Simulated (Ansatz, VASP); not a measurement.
Given: the input of a run of Ansatz 0.2.0 on Mg3Te. The cell comes from a database or a generator and needn't be the stable form of this composition.

Contents of input.yaml:

```yaml
crystal:
  lattice:
    - [-2.13936, 2.13936, 5.282488]
    - [2.13936, -2.13936, 5.282488]
    - [2.13936, 2.13936, -5.282488]
  atoms:
    - { symbol: Te, position: [0.0, 0.0, 0.0] }
    - { symbol: Mg, position: [0.25, 0.75, 0.5] }
    - { symbol: Mg, position: [0.75, 0.25, 0.5] }
    - { symbol: Mg, position: [0.5, 0.5, 0.0] }
hamiltonian:
  xc: pbe
  pseudopotentials: { kind: paw }
kpoints:
  mp_grid: { grid: [9, 9, 9] }
scf:
  occupations: { method: fermi_dirac, width: 0.05 }
output:
  forces: true
  stress: true
  eigenvalues: true
  write_density: true
  write_potential: true
  elf: true
  volumetric_format: npy
```

Potentials or basis: Ansatz PAW.

The run is started by

```sh
$ ansatz run input.yaml --threads 2 --pin off --max-ram 5120MiB --backend cpu --events-out ev --progress --plain --runs-dir out
```

Task: Translate it to VASP 6.6.1. Potentials or basis there: PBE PAW files Mg, Te, 520 eV.

Result: As run (cutoffs and basis follow the program's own potentials, and thresholds, step limits or extra output files can differ):

File INCAR:

```
SYSTEM = Mg3Te
PREC     = Accurate       ! precision mode
ENCUT    = 520            ! plane-wave cutoff, eV
EDIFF    = 1E-7           ! SCF threshold, eV
ISMEAR   = -1             ! smearing method
SIGMA    = 0.05           ! smearing width, eV
LREAL    = .FALSE.        ! projectors in reciprocal space
LASPH    = .TRUE.         ! aspherical terms in the spheres
NELM     = 80             ! most SCF steps
ALGO     = Normal         ! electronic algorithm
ISIF     = 2              ! what is computed and relaxed
LWAVE    = .FALSE.        ! write WAVECAR
LCHARG   = .FALSE.        ! write CHGCAR
GGA      = PE             ! functional
NBANDS   = 14             ! bands
```

The input KPOINTS:

```
Automatic mesh
0
G
  9 9 9
  0 0 0
```

Contents of POSCAR:

```
Mg3Te
1.0
   -2.1393600000      2.1393600000      5.2824880000
    2.1393600000     -2.1393600000      5.2824880000
    2.1393600000      2.1393600000     -5.2824880000
Te Mg
1 3
Direct
    0.0000000000      0.0000000000      0.0000000000
    0.2500000000      0.7500000000      0.5000000000
    0.7500000000      0.2500000000      0.5000000000
    0.5000000000      0.5000000000      0.0000000000
```

Potentials or basis: VASP PAW PBE potentials, release 64 (Te, Mg).

Command:

```console
$ cat potpaw_PBE.64/Te/POTCAR potpaw_PBE.64/Mg/POTCAR > POTCAR
$ mpirun -np 1 vasp_std > vasp.out
```

Both were run:

|  | Ansatz | VASP |
| --- | --- | --- |
| Pressure | 0.1 GPa | 0.1 GPa |

Ansatz's pressure holds a Pulay term of +0.01 GPa for its cutoff of 420 eV, which the other run lacks.

The potentials hold 46 and 12 valence electrons a cell.

Where Ansatz's input types no cutoff or centring, it takes its own default and a Γ-centred mesh.

Pressure is positive in compression.
